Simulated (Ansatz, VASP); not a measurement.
## ZnGaP in VASP and in Ansatz

```
CELL_PARAMETERS angstrom
4.01594 0.00000 0.00000
-2.00797 3.47791 0.00000
0.00000 0.00000 4.40420
ATOMIC_POSITIONS crystal
Zn 0.00000 0.00000 0.50000
Ga 0.66667 0.33333 0.00000
P 0.33333 0.66667 0.50000
```

The cell was built by a generator and needn't be a form met in nature.

Alike in both runs: task single point; functional HSE(alpha, omega); k mesh 4 × 4 × 3; occupations fermi-dirac, width 0.05 eV; no spin polarisation.

```csv
,VASP,Ansatz
version,VASP 6.6.1,Ansatz 0.2.0
potentials or method,"VASP PAW PBE potentials, release 64 (Zn, Ga_d, P)",Ansatz PAW
plane-wave cutoff (eV),520,420
valence electrons in the cell,30,30
```

|  | VASP | Ansatz | Ansatz less VASP |
| --- | --- | --- | --- |
| gap on the k mesh at the Fermi level (eV) | 0.28 | 0.27 | -0.011 |
| least direct gap on the mesh (eV) | 2.51 | 2.51 | -0.001 |
| pressure (GPa) | 1.2 | 1.2 | +0.02 |
| largest component of the traceless stress (GPa) | 0.08 | 0.11 | +0.027 |

Caveats: the k mesh is coarse (spacing up to 0.48 Å⁻¹), so the values aren't converged, least of all with exact exchange; the PAW data sets were made with another functional, which shifts forces and pressure a little (VASP); an odd mesh through Γ misses points on the zone boundary, where band edges often lie (VASP); odd divisions of the mesh miss points on the zone boundary, where band edges often lie, so the gap on the mesh can be too wide (Ansatz); the PAW data sets come from PBE, with cores solved anew for the run's functional, which leaves a small shift of forces and pressure (Ansatz); the thresholds are loose for stress (Ansatz).
